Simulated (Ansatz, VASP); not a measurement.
**W3N4 in VASP and in Ansatz**

```
CELL_PARAMETERS angstrom
4.12200 0.00000 0.00000
0.00000 4.12200 0.00000
0.00000 0.00000 4.12200
ATOMIC_POSITIONS crystal
N 0.50000 0.50000 0.50000
N 0.50000 0.00000 0.00000
N 0.00000 0.50000 0.00000
N 0.00000 0.00000 0.50000
W 0.50000 0.50000 0.00000
W 0.00000 0.50000 0.50000
W 0.50000 0.00000 0.50000
```

Change from the starting cell: parallel moments scaled by 0.2, plain SCF.

Alike in both runs: task single point; functional PBE; k mesh 5 × 5 × 5; occupations fermi-dirac, width 0.1 eV; collinear spin.

|  | VASP | Ansatz |
| --- | --- | --- |
| version | VASP 6.6.1 | Ansatz 0.2.0 |
| potentials or method | VASP PAW PBE potentials, release 64 (N, W_sv) | PAW, plane waves, scalar-relativistic |
| plane-wave cutoff (eV) | 520 | 420 |
| valence electrons in the cell | 62 | 62 |

|  | VASP | Ansatz | Ansatz less VASP |
| --- | --- | --- | --- |
| pressure (GPa) | 28.4 | 26.6 | -1.83 |
| net moment per atom (μB) | 0.00 | 0.00 | 0.000 |

With one functional, cell and mesh, what is left measures potentials, basis and numerics. Ansatz warned: «seeded_moment_not_kept».

Caveats: so large a pressure means that the cell lies far from this level's equilibrium, or that cutoff or potentials fall short (VASP). The runs have no spin-orbit coupling, so splittings on W are missing.
